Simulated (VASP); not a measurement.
Given:

```
CELL_PARAMETERS angstrom
      0.00000     2.30017     2.30017
      2.30017     0.00000     2.30017
      2.30017     2.30017     0.00000
ATOMIC_POSITIONS crystal
  Hf 0.00000 0.00000 0.00000
  C  0.50000 0.50000 0.50000
```

Calculation: PBE GGA, VASP's PBE PAW potentials (set 64) (plane waves; VASP 6.6.1). Settings: 520 eV cut-off, 14×14×14 Γ-centred mesh, first-order Methfessel-Paxton smearing of 0.10 eV, potentials Hf_pv C.

Unless said otherwise, spin-orbit coupling is left out, though it shifts the bands of the heavy elements here.

Question: What does the run give for the energy per atom (σ→0), pressure, band gap (on the k-mesh) with the smallest direct gap where there is one?

Answer: 
```json
{
 "band gap (on the k-mesh)": "none (metal, semimetal or under 0.01 eV)",
 "energy per atom (σ→0)": "-10514 meV/atom",
 "pressure": "7.69 GPa"
}
```

The absolute energy has meaning only against runs of the same code, potentials and settings.

The compound is HfC in the rock salt structure. This cell is one point of a volume scan, at 0.97 of the reference volume.
